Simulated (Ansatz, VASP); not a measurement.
## NbInGa (NbInGa in the AlB2 type) in two plane-wave programs

Aim: how closely do two programs agree when they are given the same cell, functional and k mesh? The cell is generated by rule, not measured, and may not be a known phase. Of the first pair: The cell is taken from a series of runs on this material, whose earlier steps may have relaxed, scaled, displaced or heated it; both programs get it as it stands.

Calculated with Ansatz 0.2.0; plane waves, with VASP 6.6.1 beside it; relaxation of cell and atoms at PBE.

## Step 1: The starting structure

The structure is hexagonal, space group P-6m2 (No. 187). The conventional cell has a = 4.753 Å, b = 4.753 Å, c = 2.866 Å, α = 90.00°, β = 90.00°, γ = 120.00°. Nb has 2 Nb at 2.87 Å and 6 In at 3.10 Å and 6 Ga at 3.10 Å nearest. Ga has 3 In at 2.74 Å and 2 Ga at 2.87 Å and 6 Nb at 3.10 Å nearest. In has 3 Ga at 2.74 Å and 2 In at 2.87 Å and 6 Nb at 3.10 Å nearest. Farther neighbours are not listed.

As a file:

```cif
data_structure
_symmetry_space_group_name_H-M 'P 1'
_symmetry_Int_Tables_number 1
_cell_length_a 4.7529
_cell_length_b 4.7529
_cell_length_c 2.8661
_cell_angle_alpha 90.000
_cell_angle_beta 90.000
_cell_angle_gamma 120.000
_cell_volume 56.07
loop_
_atom_site_label
_atom_site_type_symbol
_atom_site_fract_x
_atom_site_fract_y
_atom_site_fract_z
_atom_site_occupancy
Nb1 Nb 0.00000 0.00000 0.00000 1
Ga2 Ga 0.33333 0.66667 0.50000 1
In3 In 0.66667 0.33333 0.50000 1
```

## Step 2: VASP: relaxation of cell and atoms, PBE, pair 1

The relaxed volume is the usual yardstick between codes: in a stiff, nearly cubic crystal its relative difference is about their pressure difference at one cell divided by the bulk modulus.

Lines of VASP's logs that name or quote its potential files are left out, and so is its time.

Contents of INCAR:

```
SYSTEM = NbInGa
PREC = Accurate
ENCUT = 500
EDIFF = 1E-07
NELM = 120
ISMEAR = 1
SIGMA = 0.2
LREAL = .FALSE.
ALGO = Normal
GGA = PE
NBANDS = 25
LASPH = .TRUE.
LORBIT = 11
LWAVE = .FALSE.
LCHARG = .FALSE.
ISIF = 3
IBRION = 2
NSW = 80
EDIFFG = -0.005
GGA_COMPAT = .FALSE.
NELMIN = 4
KPAR = 2
```

Contents of POSCAR:

```
NbInGa
1.0
    4.7529110000      0.0000000000      0.0000000000
   -2.3764550000      4.1161420000      0.0000000000
    0.0000000000      0.0000000000      2.8660900000
Nb Ga In
1 1 1
Direct
    0.0000000000      0.0000000000      0.0000000000
    0.3333331822      0.6666665047      0.5000000000
    0.6666664859      0.3333332524      0.5000000000
```

Contents of KPOINTS:

```
Automatic mesh
0
Gamma
6 6 10
0 0 0
```

The projector-augmented-wave data sets are Nb_sv, Ga_d and In_d (PBE family, release 64).

Started as:

```bash
mpirun -np 2 vasp_std
```

Numbers of over 12 decimals in the logs are rounded to 6 here.

The log of the run:

```text
[banner, memory and clock lines left out]
running    2 mpi-ranks, on    1 nodes
 distrk:  each k-point on    1 cores,    2 groups
 distr:  one band on    1 cores,    1 groups

 POSCAR found type information on POSCAR NbGaIn
 POSCAR found :  3 types and       3 ions
 LDA part: xc-table for (Slater+PW92), standard interpolation
 POSCAR, INCAR and KPOINTS ok, starting setup
 FFT: planning ... GRIDC
 FFT: planning ... GRID_SOFT
 FFT: planning ... GRID
 WAVECAR not read
 entering main loop
       N       E                     dE             d eps       ncg     rms          rms(c)
DAV:   1     0.383797492779E+03    0.38380E+03   -0.19124E+04  2117   0.241E+03
DAV:   2     0.256378318379E+02   -0.35816E+03   -0.35229E+03  2140   0.559E+02
DAV:   3    -0.139026052161E+02   -0.39540E+02   -0.38818E+02  2704   0.185E+02
DAV:   4    -0.159628194638E+02   -0.20602E+01   -0.20406E+01  3616   0.381E+01
DAV:   5    -0.160152012136E+02   -0.52382E-01   -0.52202E-01  2965   0.505E+00    0.788E+00
DAV:   6    -0.154070463377E+02    0.60815E+00   -0.31960E+00  3121   0.126E+01    0.292E+00
DAV:   7    -0.153226936515E+02    0.84353E-01   -0.47633E-01  3304   0.610E+00    0.170E+00
DAV:   8    -0.153019282952E+02    0.20765E-01   -0.70789E-02  2858   0.324E+00    0.507E-01
DAV:   9    -0.153012997351E+02    0.62856E-03   -0.80837E-03  3172   0.128E+00    0.188E-01
DAV:  10    -0.153013590656E+02   -0.59331E-04   -0.10032E-03  3058   0.546E-01    0.372E-02
DAV:  11    -0.153013458868E+02    0.13179E-04   -0.15027E-04  2817   0.150E-01    0.212E-02
DAV:  12    -0.153013436067E+02    0.22801E-05   -0.12228E-05  2924   0.289E-02    0.119E-02
DAV:  13    -0.153013438012E+02   -0.19450E-06   -0.26092E-06  2913   0.184E-02    0.345E-03
DAV:  14    -0.153013433163E+02    0.48495E-06   -0.49760E-07  2122   0.107E-02    0.126E-03
DAV:  15    -0.153013432645E+02    0.51840E-07   -0.58909E-08  1283   0.306E-03
   1 F= -.15301343E+02 E0= -.15301146E+02  d E =-.153013E+02
[...]
2 F= -.15301363E+02 E0= -.15301189E+02  d E =-.195146E-04
[...]
3 F= -.15301372E+02 E0= -.15301190E+02  d E =-.290330E-04
[...]
4 F= -.15301372E+02 E0= -.15301190E+02  d E =-.290979E-04
 curvature:  -0.30 expect dE=-0.228E-05 dE for cont linesearch -0.146E-08
 trial: gam= 0.07496 g(F)=  0.856E-41 g(S)=  0.748E-05 ort = 0.661E-06 (trialstep = 0.922E+00)
 search vector abs. value=  0.809E-05
 bond charge predicted
       N       E                     dE             d eps       ncg     rms          rms(c)
DAV:   1    -0.153014149711E+02   -0.42532E-04   -0.13432E-03  2365   0.338E-01    0.375E-02
DAV:   2    -0.153013876133E+02    0.27358E-04   -0.87262E-05  2596   0.140E-01    0.198E-02
DAV:   3    -0.153013760513E+02    0.11562E-04   -0.28949E-05  3022   0.823E-02    0.539E-03
DAV:   4    -0.153013756003E+02    0.45092E-06   -0.32427E-06  2882   0.275E-02    0.324E-03
DAV:   5    -0.153013753228E+02    0.27755E-06   -0.47090E-07  2530   0.699E-03    0.173E-03
DAV:   6    -0.153013751981E+02    0.12469E-06   -0.41349E-08  1156   0.219E-03    0.580E-04
DAV:   7    -0.153013751763E+02    0.21832E-07   -0.20051E-08  1101   0.177E-03
   5 F= -.15301375E+02 E0= -.15301207E+02  d E =-.281394E-05
 trial-energy change:   -0.000003  1 .order   -0.000003   -0.000007    0.000001
 step:   0.8219(harm=  0.8219)  dis= 0.00000  next Energy=   -15.301375 (dE=-0.309E-05)
 reached required accuracy - stopping structural energy minimisation
```

OUTCAR, selected parts (step 2):

```text
ion  position               nearest neighbor table
   1  0.000  0.000  0.000-   3 3.10   3 3.10   3 3.10   3 3.10   3 3.10   3 3.10
   2  0.333  0.667  0.500-   3 2.74   3 2.74   3 2.74
   3  0.667  0.333  0.500-   2 2.74   2 2.74   2 2.74   1 3.10   1 3.10   1 3.10   1 3.10   1 3.10
                             1 3.10

  LATTYP: Found a hexagonal cell.
 ALAT       =     4.7529110000
 C/A-ratio  =     0.6030178137

 Subroutine GETGRP returns: Found 12 space group operations
 (whereof 12 operations were pure point group operations)

The static configuration has the point symmetry D_3h.

 Found     42 irreducible k-points:

   k-points           NKPTS =     42   k-points in BZ     NKDIM =     42   number of bands    NBANDS=     25

   dimension x,y,z NGX =    36 NGY =   36 NGZ =   24
   dimension x,y,z NGXF=    72 NGYF=   72 NGZF=   48

   ENCUT  =  500.0 eV  36.75 Ry    6.06 a.u.   8.67  8.67  5.23*2*pi/ulx,y,z

   NELECT =      39.0000    total number of electrons

 k-points in reciprocal lattice and weights: Automatic mesh
   0.00000000  0.00000000  0.00000000       0.003
   0.16666667 -0.00000000  0.00000000       0.017
   0.33333333 -0.00000000  0.00000000       0.017
   0.50000000 -0.00000000  0.00000000       0.008
   0.16666667  0.16666667  0.00000000       0.017
   0.33333333  0.16666667  0.00000000       0.033
   0.33333333  0.33333333  0.00000000       0.006
   0.00000000  0.00000000  0.10000000       0.006
   0.16666667 -0.00000000  0.10000000       0.033
[...]
0.33333333  0.16666667  0.50000000       0.033
   0.33333333  0.33333333  0.50000000       0.006

 average (electrostatic) potential at core
       1 -79.2551       2 -60.9154       3 -91.8068

 E-fermi :   9.4753

 k-point     1 :       0.0000    0.0000    0.0000
  band No.  band energies     occupation
    ...
     15      -0.9712      2.00000
     16       6.1081      2.00000
     17       6.1081      2.00000
     18       7.0966      2.00000
     19       7.4645      2.00000
     20      10.8729     -0.00000
     21      10.8729     -0.00000
     22      12.0511     -0.00000
     23      12.0511     -0.00000
     24      13.9603      0.00000
    ...

 k-point     2 :       0.1667   -0.0000    0.0000
  band No.  band energies     occupation
    ...
     15      -0.6941      2.00000
     16       4.6543      2.00000
     17       6.2080      2.00000
     18       7.2842      2.00000
     19       8.8685      2.00015
     20       9.8995     -0.01060
     21      10.3268     -0.00000
     22      11.9483     -0.00000
     23      12.0496     -0.00000
     24      14.3994      0.00000
    ...

 k-point     3 :       0.3333   -0.0000    0.0000
  band No.  band energies     occupation
    ...
     16       3.0089      2.00000
     17       6.4587      2.00000
     18       6.8996      2.00000
     19       8.7471      2.00000
     20       9.4608      1.12253
     21      11.3312     -0.00000
     22      11.7785     -0.00000
     23      12.0466     -0.00000
     24      14.8059      0.00000
     25      16.2396      0.00000

  Total       -0.0000570     -0.0000570     -0.0027732     -0.0000000      0.0000000     -0.0000000
  in kB       -0.0016297     -0.0016297     -0.0793201     -0.0000000      0.0000000     -0.0000000
  external PRESSURE =      -0.0275265 kB  Pullay stress =       0.0000000 kB

  energy-cutoff  :      500.00
  volume of cell :       56.02
      direct lattice vectors                 reciprocal lattice vectors
     4.750028026 -0.000000000  0.000000000     0.210525074  0.121546673  0.000000000
    -2.375013513  4.113645271 -0.000000000     0.000000000  0.243093396  0.000000000
     0.000000000 -0.000000000  2.866750888    -0.000000000  0.000000000  0.348826961

 POSITION                                       TOTAL-FORCE (eV/Angst)
 -----------------------------------------------------------------------------------
      2.37501      4.11365     -0.00000         0.000000      0.000000     -0.000000
     -0.00000      2.74243      1.43338        -0.000000      0.000000      0.000000
      2.37501      1.37121      1.43338        -0.000000     -0.000000      0.000000
 -----------------------------------------------------------------------------------
    total drift:                                0.000259      0.000256      0.000000

  FREE ENERGIE OF THE ION-ELECTRON SYSTEM (eV)
  ---------------------------------------------------
  free  energy   TOTEN  =       -15.3013751763 eV

  energy  without entropy=      -15.3008706143  energy(sigma->0) =      -15.30120699

 reached required accuracy - stopping structural energy minimisation

 total charge
# of ion       s       p       d       tot
------------------------------------------
    1        2.151   5.967   2.497  10.614
    2        0.885   0.757   9.972  11.613
    3        0.848   0.879   9.883  11.610
--------------------------------------------------
tot          3.884   7.603  22.351  33.837

[... 3 further parts left out ...]
```

CONTCAR:

```
NbInGa
   1.00000000000000
     4.7500280257017531   -0.0000000003501595    0.0000000000000000
    -2.3750135134574086    4.1136452705901130   -0.0000000000000000
     0.0000000000000000   -0.0000000000000000    2.8667508882679176
  Nb              Ga              In
     1     1     1
Direct
     1.0000000000000000    1.0000000000000000    0.0000000000000000
     0.3333331822000005    0.6666665046999967    0.5000000000000000
     0.6666664859000022    0.3333332524000028    0.5000000000000000
```

The k-mesh is coarse for a metal. The run keeps the 12 symmetry operations of its start, so it cannot find a distortion of lower symmetry.

## Step 3: Ansatz: relaxation of cell and atoms, PBE, pair 1

Ansatz runs on its PAW soft_1 files.

The same cell, functional, mesh and smearing now go to Ansatz, which takes its cutoff from its data sets.

Contents of input.yaml:

```yaml
crystal:
  lattice:
    - [4.7529109657, 0.0, 0.0]
    - [-2.3764554828, 4.1161416383, 0.0]
    - [0.0, 0.0, 2.8660901277]
  atoms:
    - { symbol: Nb, position: [0.0, 0.0, 0.0] }
    - { symbol: Ga, position: [0.3333333333, 0.6666666667, 0.5] }
    - { symbol: In, position: [0.6666666667, 0.3333333333, 0.5] }
kpoints:
  mp_grid: { grid: [6, 6, 10] }
hamiltonian:
  xc: pbe
  pseudopotentials: { kind: paw, azcp: { folder: soft_1 } }
scf:
  occupations: { method: methfessel_paxton, width: 0.2 }
output:
  forces: true
  stress: true
  eigenvalues: true
relax:
  adjacent_minimum: "off"
  f_tol: 0.001
  max_steps: 60
  cell: { stress_tol: 0.01 }
```

Started as:

```bash
ansatz run input.yaml --threads 4 --pin off --max-ram 12288MiB --backend cpu --events-out ev --progress --plain --runs-dir out
```

The log of the run:

```text
Engine: ansatz 0.2.0, aarch64-unknown-linux-gnu
Pseudopotentials: kind: paw
Pseudopotential: Nb, paw, valence charge 13, recommended cutoff 420 eV (normal), soft_1/Nb.paw.azcp
Pseudopotential: Ga, paw, valence charge 13, recommended cutoff 420 eV (normal), soft_1/Ga.paw.azcp
Pseudopotential: In, paw, valence charge 13, recommended cutoff 420 eV (normal), soft_1/In.paw.azcp
Functional definition: PBE
  parameter kappa = 0.804
  parameter beta = 0.066725
  exchange = pbe_x(kappa = kappa, mu = beta*pi^2/3)
  correlation = pbe_c(beta = beta)
Crystal: 3 atoms, lattice volume = 56.071 Å³
Basis set: ecut = 420 eV, 1119 PW (Γ), exchange–correlation on 64×64×40 points (8 copies of the dense FFT grid, shifted against one another)
Bands: 24, of which v1, the nominal top of the filled ones, is band 20 counted from 1 (19 counted from 0)
Symmetry: 12 space group operations
Space group: P-6m2 (ITA 187), of the structure as read, at distance tolerance 3.8e-5 Å
k-points: 42 of 360 (time reversal used)
Non-local potential: Nb, projectors of the file, l = 0: 3, l = 1: 2, l = 2: 2, l = 3: 1
Non-local potential: Ga, projectors of the file, l = 0: 2, l = 1: 2, l = 2: 3, l = 3: 1
Non-local potential: In, projectors of the file, l = 0: 2, l = 1: 2, l = 2: 2, l = 3: 1
PAW form: soft (Blöchl's): semilocal exchange-correlation on the pseudo side does not see the compensation charge
PAW one-centre angular grid: Nb, 590 points (default); XC on 64 Gauss nodes
PAW one-centre angular grid: Ga, 590 points (default); XC on 64 Gauss nodes
PAW one-centre angular grid: In, 590 points (default); XC on 64 Gauss nodes
Initial density: superposition of atomic densities (chi_scale 0.1, normalization cell, long waves kept (reshape's long-wave potential 0.00 eV rms))
Initial wavefunctions: pseudopotential atomic-orbital guess
Functional: x = pbe(κ = 0.804, μ = 0.219515), c = pbe(β = 0.066725)
SCF iter   1: F=—  HF=-13933.355589 eV  |F-HF|=—  |Δ(HF+E_count)|=         —  Δρ=4.85e-2  dr2=1.49e0  ethr=3.10e-3  ⟨swp⟩=5.1  Hψ=4308  notcnv=0
preconditioner: auto → none  [metal: Δε(μ)=0.065 eV  Ē_g=12.519 eV  σ=0.200 eV  W_gap=0.26  n_scr=8 (ndim 8)  ℏωp=27.6 eV  f_vac=0.000  D(μ)=1.94/eV (n_scr^D=8)  sad-step TF]
SCF iter   2: F=—  HF=-13933.015533 eV  |F-HF|=—  |Δ(HF+E_count)|=   3.40e-1  S|Δr|=    0.00e0  Δρ=3.18e-2  dr2=5.59e-1  ethr=3.10e-3  ⟨swp⟩=2.8  Hψ=2147  notcnv=0  defer=2
SCF iter   3: F=—  HF=-13932.933082 eV  |F-HF|=—  |Δ(HF+E_count)|=   8.25e-2  S|Δr|=    0.00e0  Δρ=1.17e-2  dr2=5.74e-2  ethr=1.43e-3  ⟨swp⟩=2.1  Hψ=1978  notcnv=0  defer=2
SCF iter   4: F=—  HF=-13932.884356 eV  |F-HF|=—  |Δ(HF+E_count)|=   4.87e-2  S|Δr|=    0.00e0  Δρ=2.94e-3  dr2=3.38e-3  ethr=1.47e-4  ⟨swp⟩=2.0  Hψ=2030  notcnv=0  defer=2
SCF iter   5: F=—  HF=-13932.883803 eV  |F-HF|=—  |Δ(HF+E_count)|=   5.53e-4  S|Δr|=    0.00e0  Δρ=6.68e-4  dr2=2.34e-4  ethr=8.68e-6  ⟨swp⟩=2.0  Hψ=1647  notcnv=0  defer=2
SCF iter   6: F=—  HF=-13932.883767 eV  |F-HF|=—  |Δ(HF+E_count)|=   3.54e-5  S|Δr|=    0.00e0  Δρ=1.68e-4  dr2=5.43e-6  ethr=6.01e-7  ⟨swp⟩=2.0  Hψ=1659  notcnv=0  defer=2
SCF iter   7: F=—  HF=-13932.883768 eV  |F-HF|=—  |Δ(HF+E_count)|=   1.17e-6  S|Δr|=    0.00e0  Δρ=2.88e-5  dr2=3.18e-7  ethr=1.39e-8  ⟨swp⟩=2.4  Hψ=1516  notcnv=0  defer=2
SCF iter   8: F=-13932.883768 eV  HF=-13932.883768 eV  |F-HF|=4.21e-9  |Δ(HF+E_count)|=   8.21e-8  S|Δr|=    0.00e0  Δρ=3.25e-6  dr2=5.65e-9  ethr=2.56e-10  ⟨swp⟩=5.2  Hψ=4024  notcnv=0
SCF 1 converged in 8 iterations: F = -13932.883768 eV  dr2 = 5.65e-9
  greatest PAW one-centre occupation: 0.998 electrons in one spin orbital (limit 2), on the Nb atom at site 0 (counted from 0), in its partial waves of l = 0
relax step   1: F+E_penalty+E_count = -13932.88376824 eV  Δ(F+E_penalty+E_count) = +0.000e0 eV  max|allowed force component| = 1.696e-17 eV/Å  Δτ_max = 0.0000 Å  P = -0.094 GPa  Ω = 56.071 Å³  (8 SCF iters, dr2 threshold 1.00e-7 eV, accepted)
[...]
relax step   2: F+E_penalty+E_count = -13932.88381315 eV  Δ(F+E_penalty+E_count) = -4.492e-5 eV  max|allowed force component| = 1.402e-17 eV/Å  Δτ_max = 0.0000 Å  P = +0.092 GPa  Ω = 55.969 Å³  energy of the carried Pulay correction = +2.373e-5 eV  (4 SCF iters, dr2 threshold 5.93e-8 eV, accepted)
[...]
relax step   3: F+E_penalty+E_count = -13932.88381583 eV  Δ(F+E_penalty+E_count) = -2.681e-6 eV  max|allowed force component| = 8.529e-18 eV/Å  Δτ_max = 0.0000 Å  P = -0.020 GPa  Ω = 56.026 Å³  energy of the carried Pulay correction = +1.038e-5 eV  (3 SCF iters, dr2 threshold 3.24e-8 eV, accepted)
[...]
relax step   4: F+E_penalty+E_count = -13932.88381921 eV  Δ(F+E_penalty+E_count) = -3.372e-6 eV  max|allowed force component| = 1.696e-17 eV/Å  Δτ_max = 0.0000 Å  P = +0.003 GPa  Ω = 56.016 Å³  energy of the carried Pulay correction = +1.269e-5 eV  (3 SCF iters, dr2 threshold 4.59e-9 eV, accepted)
[...]
relax step   5: F+E_penalty+E_count = -13932.88381915 eV  Δ(F+E_penalty+E_count) = +5.722e-8 eV  max|allowed force component| = 6.168e-18 eV/Å  Δτ_max = 0.0000 Å  P = +0.000 GPa  Ω = 56.017 Å³  energy of the carried Pulay correction = +1.246e-5 eV  (3 SCF iters, dr2 threshold 4.73e-10 eV, accepted)
[...]
relax step   6: F+E_penalty+E_count = -13932.88380993 eV  Δ(F+E_penalty+E_count) = +9.222e-6 eV  max|allowed force component| = 6.168e-18 eV/Å  Δτ_max = 0.0000 Å  P = +0.000 GPa  Ω = 56.017 Å³  stress off target by 1.03e-4 GPa  SCF on the basis re-selected at this cell (its energy is not comparable with the rows above)  (4 SCF iters)
basis re-selected at this cell: Δ(F+E_penalty+E_count) = +9.222e-6 eV, ΔP = -0.000 GPa vs the last step (what re-selecting the basis moved, of the pressure what is left beyond the Pulay correction that the steps carried, after the strain that the cell walked since its last selection, with what the two solves' SCF thresholds leave and, on support functions, any second-order correction that the steps lacked; it is no m [...]
SCF converged after 4 iterations
Stability not checked: this state was not tested for a lower state beside it, because cold or Methfessel-Paxton smearing, or corrected tetrahedra, fill the levels in a way that the test cannot read (fill_not_monotonic; see scf.lower_state_search)
Free energy (F): -13932.883810 eV
Harris-Foulkes:  -13932.883810 eV  (|F-HF|=0.00e0)
Internal energy: -13932.883344 eV  (E = F + TS)
E sigma→0 (E₀):  -13932.883694 eV
Entropy (-TS):   -0.000465 eV (-0.155 meV/atom)
Fermi energy:    14.294460 eV
--- Per-component energies (eV) ---
  E_band       = -68.904889
  E_kinetic    = 703.349849
  E_local      = -2731.570800  (includes V_loc(G=0)·N_el)
  E_nonlocal   = 329.088655
  E_hartree    = 1388.921513
  E_xc         = -371.967160
  E_vxc        = -346.202045  (∫ρ·V_xc dr)
  E_paw        = -9282.882266  (= ΣΔE_a)
  E_vpaw       = -801.413550  (= ΣTr[D̂ρ^β])
  E_aug_tail   = -0.000030  (compensation charges beyond the density's cutoff)
  E_ewald      = -3967.823107
  E_smearing   = -0.000465  (= −TS)
  E_closure    = -0.000000  (closes the sum)
  Σ components = -13932.883810   (vs F -13932.883810, Δ=0.00e0)
--- Forces (eV/Å), atoms counted from 1 ---
  atom   1  Nb    -0.00000000     0.00000000     0.00000000
  atom   2  Ga     0.00000000     0.00000000     0.00000000
  atom   3  In    -0.00000000     0.00000000     0.00000000
  max |Σ_I F_I| component: 9.25e-18 eV/Å
--- Stress (GPa, compression-positive) ---
        0.000103       0.000000      -0.000000
        0.000000       0.000103      -0.000000
       -0.000000      -0.000000      -0.000079
  P = ⅓ Tr σ = 0.0000 GPa (0.000 kbar)
--- Band table (eV; the first three rows and the last of 42) ---
  k-point 0: bands = [... 16 lower, 10.9259, 11.9199, 12.2820, 15.6957, 15.6957, 16.8652, 16.8652, 18.7804]
  k-point 1: bands = [... 16 lower, 11.1221, 12.1075, 12.5976, 15.0341, 15.0341, 17.5146, 17.5146, 18.7101]
  k-point 2: bands = [... 16 lower, 11.6909, 12.6125, 13.3416, 14.0597, 14.0597, 17.4530, 18.3377, 18.3377]
  k-point 41: bands = [... 16 lower, 11.7081, 11.7802, 13.1407, 15.0259, 15.2804, 16.0374, 16.0644, 16.0650]
--- Relaxed structure (5 steps of the walk, 5 accepted, 1 SCFs on fresh bases) ---
  F+E_penalty+E_count = -13932.88380993 eV   max|allowed force component| = 6.168e-18 eV/Å   (the final SCF, on the basis selected at the relaxed cell)
  cell:  # Å, volume = 56.0173 Å³
    - [4.749677, -2.884797088247226e-11, 0.0]
    - [-2.374839, 4.113341, 0.0]
    - [0.0, 0.0, 2.867237]
  atoms:
    - { symbol: Nb, position: [0, 0, 0.0] }
    - { symbol: Ga, position: [0.333333, 0.666667, 0.500000] }
    - { symbol: In, position: [0.666667, 0.333333, 0.500000] }
```

Reading the cycles: dr2 is the Hartree energy of the density residual (eV), the measure of convergence; HF is the Harris–Foulkes estimate of the energy, which meets the free energy F at convergence.

## Step 4: Comparison

Known differences besides the potentials themselves: the cutoff is 420 eV in Ansatz and 500 eV in VASP; Ansatz adds a Pulay correction to the stress that steers its cell, VASP none. Total energies have different zeros and are not compared.

The two programs side by side:

```
                                         quantity  Ansatz   VASP  difference
                                      volume (Å³)   56.02  56.02     +0.00 %
edge a after relaxation, in the typed setting (Å)   4.750  4.750     -0.01 %
edge c after relaxation, in the typed setting (Å)   2.867  2.867     +0.01 %
```

(Continued in part 2 of 2.)

[Lines on the potential files, build, host, timing and source positions are cut from VASP's logs without a mark.]

[Logs are printed without paths, hosts, clocks, repeated set-up lines and the standing remarks that a program may print on its own settings, such as how far it seeks lower states.]

[Hosts, paths, dates, database ids (printed as entryN), source tags and the programs' standing remarks are cut or masked in the printed files.]
